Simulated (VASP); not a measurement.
The cell holds one RbCl (rock salt) (100) slab, with vacuum along c, ions free to move until forces fall under 0.03 eV/Å, no reconstruction beyond this cell, dipole correction on. Ionisation potential and electron affinity count from the cell's own band edges, surface states included.

```
RbCl
1.0
    4.62713     0.00000     0.00000
    0.00000     4.62713     0.00000
    0.00000     0.00000    28.00487
Rb Cl
4 4
Direct
  0.00000   0.50000   0.32504
  0.50000   0.00000   0.44147
  0.00000   0.50000   0.55853
  0.50000   0.00000   0.67496
  0.00000   0.50000   0.44135
  0.50000   0.00000   0.32473
  0.00000   0.50000   0.67527
  0.50000   0.00000   0.55865
```

Level of theory: PBEsol GGA, VASP's PBE PAW potentials (set 64) (plane waves; VASP). Settings: 400 eV cut-off, 5×5×1 Γ-centred mesh, Gaussian smearing of 0.050 eV, potentials Rb_sv Cl.

Slab and bulk use different k-meshes, so the surface energy is good to a few per cent at best.

Predict its surface energy, ionisation potential, electron affinity, band gap (on the k-mesh).

* **surface energy**: 0.12 J/m^2
* **ionisation potential**: 6.03 eV
* **electron affinity**: 1.23 eV
* **band gap (on the k-mesh)**: 4.80 eV

The cell is a thin slab with vacuum, built from RbCl (rock salt): (100) face.
